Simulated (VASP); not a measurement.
The input files of a VASP run:

### INCAR
```
EDIFF  =  1E-6   # SCF stop (eV)
LCHARG  =  F
ALGO  =  Normal
SIGMA  =  0.01
LASPH  =  T   # aspherical one-centre terms
ISIF  =  2   # forces and stress, cell fixed
LMAXMIX  =  4   # l cut-off of mixed one-centre charges
ISMEAR  =  0
PREC  =  Accurate
NELM  =  100
LREAL  =  F   # projection in real space or not
SYSTEM  =  AgBr
ENCUT  =  300
LWAVE  =  F
```

### KPOINTS
```
Automatic
0
gamma
8 8 8
```

POSCAR:
```
AgBr
1
    0.0000000000     2.8791550000     2.8791550000
    2.8791550000     0.0000000000     2.8791550000
    2.8791550000     2.8791550000     0.0000000000
Ag Br
1 1
Direct
  0.0000000000   0.0000000000   0.0000000000
  0.5000000000   0.5000000000   0.5000000000
```

POTCAR, in this order: Ag Br (LDA.64 set). Program: vasp_std.

Task: Write an equivalent input for Quantum ESPRESSO's pw.x.

Result: One equivalent input (not run):
```
&CONTROL
  calculation = 'scf'
  pseudo_dir = './pseudo'
  outdir = './out'
  tprnfor = .true.
  tstress = .true.
/
&SYSTEM
  ibrav = 0
  nat = 2
  ntyp = 2
  ecutwfc = 86
  occupations = 'smearing'
  smearing = 'gaussian'
  degauss = 0.000735
  input_dft = 'pz'
/
&ELECTRONS
  conv_thr = 7.3e-08
  electron_maxstep = 100
/
ATOMIC_SPECIES
  Ag 107.868 Ag.upf
  Br 79.904 Br.upf
CELL_PARAMETERS angstrom
     0.0000000    2.8791550    2.8791550
     2.8791550    0.0000000    2.8791550
     2.8791550    2.8791550    0.0000000
ATOMIC_POSITIONS crystal
  Ag   0.0000000  0.0000000  0.0000000
  Br   0.5000000  0.5000000  0.5000000
K_POINTS automatic
  8 8 8 0 0 0
```
Limits of the translation: the potentials are each code's own (VASP's PAW set, PseudoDojo norm-conserving files in pw.x), so ENCUT and ecutwfc are chosen apart and not converted; conv_thr bounds pw.x's estimated SCF error, while EDIFF bounds the energy change between steps.

The structure comes from a computed database's AgBr entry; how it stands against other phases isn't given here. The cell was not relaxed at this level.
